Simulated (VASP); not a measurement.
Data:

```
Mg
1.0
    1.44470    -2.50230     0.00000
    1.44470     2.50230     0.00000
    0.00000     0.00000     4.68190
Mg
2
Direct
  0.33333   0.66667   0.25000
  0.66667   0.33333   0.75000
```

Calculation: PBE GGA, VASP's PBE PAW potentials (set 64) (plane waves; VASP). Settings: 500 eV cut-off, 14×14×8 Γ-centred mesh, first-order Methfessel-Paxton smearing of 0.10 eV, potentials Mg.

Energy and stress use the plane-wave basis of the starting cell.

Question: The ions, cell shape and volume at an external pressure of 30.0 GPa are relaxed. Which structure does the run end with?

Answer: 
```
Mg
1.0
    1.40542    -2.43426     0.00000
    1.40542     2.43426     0.00000
    0.00000     0.00000     4.55541
Mg
2
Direct
  0.33333   0.66667   0.25000
  0.66667   0.33333   0.75000
```
Space group P6_3/mmc (194), at a tolerance of 0.03 Å.

Question: How do energy and volume change from the first to the last step?

Answer: The energy (σ→0) changes by +206.2 meV/atom and the volume by -7.9 %, in 3 ionic steps.

| step | E(σ→0) (eV) | max force (eV/Å) | pressure (GPa) | volume (Å³) |
|---|---|---|---|---|
| 1 | -2.4405 | 0.000 | 19.97 | 33.85 |
| 2 | -1.5327 | 0.000 | 41.32 | 28.92 |
| 3 | -2.0281 | 0.000 | 29.88 | 31.17 |

The compound is Mg in the hcp structure. This run relaxes it under an external pressure of 30 GPa. Symmetry was kept, so distortions that lower it aren't found.
